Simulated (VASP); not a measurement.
Input:

```xyz
5
Lattice="4.2970 0.0000 0.0000 0.0000 4.2970 0.0000 0.0000 0.0000 4.2970" Properties=species:S:1:pos:R:3 pbc="T T T"
K      0.0000     0.0000     0.0000
Bi     2.1485     2.1485     2.1485
O      0.0000     2.1485     2.1485
O      2.1485     2.1485     0.0000
O      2.1485     0.0000     2.1485
```

These are PBEsol GGA, VASP's PBE PAW potentials (set 64) (plane waves; VASP) values and carry that method's errors. Numerical set-up: 400 eV cut-off, 7×7×7 Γ-centred mesh, Fermi-Dirac smearing of 0.10 eV, potentials K_sv Bi_d O.

Question: Give the energies of bands 13 to 24 at the high-symmetry points, in eV from the Fermi level.

Answer: 
```csv
band,Γ,X,M,R
13,-5.13,-7.51,-9.41,-10.93
14,-5.13,-5.00,-4.77,-1.92
15,-5.13,-5.00,-2.29,-1.92
16,-4.88,-2.16,-1.45,-1.92
17,-0.85,-1.09,-1.45,-1.13
18,-0.85,-0.94,-1.14,-1.13
19,-0.85,-0.94,-1.08,0.01
20,-0.80,-0.93,-1.08,0.01
21,-0.80,-0.93,-0.01,0.01
22,-0.80,1.47,3.23,4.74
23,6.28,6.89,6.24,4.87
24,7.89,9.05,6.24,4.87
```

It has no gap at this level: it comes out as a metal or semimetal.

The structure was generated: KBiO3 was put into an ordered model structure, which need not be its known phase. The cell was not relaxed at this level.
